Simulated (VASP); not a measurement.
A snapshot from molecular dynamics of Cu, step 41; the first frame, the perfect lattice, has an electronic free energy F (no ionic kinetic energy) of -4.073 eV/atom. The Γ point alone samples so small a cell crudely.

Given:

```xyz
27
Lattice="0.0000 5.4150 5.4150 5.4150 0.0000 5.4150 5.4150 5.4150 0.0000" Properties=species:S:1:pos:R:3 pbc="T T T"
Cu     5.4417     0.0902     5.4055
Cu     7.1656     1.8760     5.3577
Cu     3.6049     3.5943     0.1048
Cu     1.8865     5.3884     7.1847
Cu     3.4777     1.8017     1.7768
Cu     5.4816     8.9855     7.1031
Cu     8.9342     5.4293     3.6545
Cu     5.3292     1.9473     3.5517
Cu     7.3248     8.9299     9.1017
Cu     0.0566     1.7866     1.7533
Cu     6.9768     3.6380     7.2755
Cu     3.6228     5.3846     1.7959
Cu     1.8544     1.8527     3.6405
Cu     3.6603     3.7522     3.5083
Cu     5.5849     5.2699     3.4251
Cu     8.9838     7.1598     5.4176
Cu     5.3802     3.6781     5.3739
Cu     7.1638     5.3728     5.3950
Cu     5.4085     9.0594     3.7322
Cu     7.1088     5.4701     9.0180
Cu     3.9425     7.1477     3.7354
Cu     7.1570     9.0534     5.4153
Cu     3.5933     5.3648     5.3414
Cu     5.4442     7.1859     5.5375
Cu     9.0192     8.9255     7.2064
Cu     5.2667     5.5793     7.3150
Cu     7.3350     7.0667     7.2483
```

These are PBE GGA, VASP's PBE PAW potentials (set 64) (plane waves; VASP) values and carry that method's errors. Run with PREC = Normal, LREAL = Auto, ISYM = 0, EDIFF = 1E-5, 300 eV cut-off, 1×1×1 Γ-centred mesh, Fermi-Dirac smearing of 0.043 eV, potentials Cu.

Question: Give F per atom of this frame and the forces (eV/Å).

Answer: -4.028 eV/atom.
```json
[
 {"atom": "Cu1", "Fx": "-0.28", "Fy": "-0.28", "Fz": "0.00"},
 {"atom": "Cu2", "Fx": "0.33", "Fy": "-0.49", "Fz": "0.30"},
 {"atom": "Cu3", "Fx": "-0.12", "Fy": "0.16", "Fz": "-0.39"},
 {"atom": "Cu4", "Fx": "0.00", "Fy": "-0.07", "Fz": "-0.16"},
 {"atom": "Cu5", "Fx": "0.13", "Fy": "0.42", "Fz": "0.11"},
 {"atom": "Cu6", "Fx": "-0.12", "Fy": "0.13", "Fz": "0.60"},
 {"atom": "Cu7", "Fx": "0.36", "Fy": "-0.24", "Fz": "-0.06"},
 {"atom": "Cu8", "Fx": "0.16", "Fy": "-0.36", "Fz": "0.30"},
 {"atom": "Cu9", "Fx": "0.07", "Fy": "0.14", "Fz": "-0.81"},
 {"atom": "Cu10", "Fx": "-0.32", "Fy": "-0.07", "Fz": "0.29"},
 {"atom": "Cu11", "Fx": "0.90", "Fy": "0.37", "Fz": "-0.19"},
 {"atom": "Cu12", "Fx": "0.12", "Fy": "0.20", "Fz": "-0.12"},
 {"atom": "Cu13", "Fx": "-0.44", "Fy": "0.00", "Fz": "-0.04"},
 {"atom": "Cu14", "Fx": "-0.66", "Fy": "-0.74", "Fz": "0.29"},
 {"atom": "Cu15", "Fx": "-0.33", "Fy": "0.61", "Fz": "0.72"},
 {"atom": "Cu16", "Fx": "0.19", "Fy": "0.49", "Fz": "-0.11"},
 {"atom": "Cu17", "Fx": "-0.15", "Fy": "-0.27", "Fz": "0.22"},
 {"atom": "Cu18", "Fx": "0.07", "Fy": "0.04", "Fz": "0.26"},
 {"atom": "Cu19", "Fx": "-0.33", "Fy": "0.05", "Fz": "-0.41"},
 {"atom": "Cu20", "Fx": "0.51", "Fy": "-0.14", "Fz": "0.19"},
 {"atom": "Cu21", "Fx": "-1.33", "Fy": "0.07", "Fz": "-0.78"},
 {"atom": "Cu22", "Fx": "0.85", "Fy": "-0.21", "Fz": "-0.15"},
 {"atom": "Cu23", "Fx": "0.01", "Fy": "0.20", "Fz": "0.35"},
 {"atom": "Cu24", "Fx": "0.32", "Fy": "-0.15", "Fz": "-0.38"},
 {"atom": "Cu25", "Fx": "0.18", "Fy": "0.28", "Fz": "0.17"},
 {"atom": "Cu26", "Fx": "0.28", "Fy": "-1.05", "Fz": "-0.25"},
 {"atom": "Cu27", "Fx": "-0.41", "Fy": "0.90", "Fz": "0.05"}
]
```

The cell is a supercell, built from Cu (fcc). Its lattice is the typed one, not relaxed at this level.
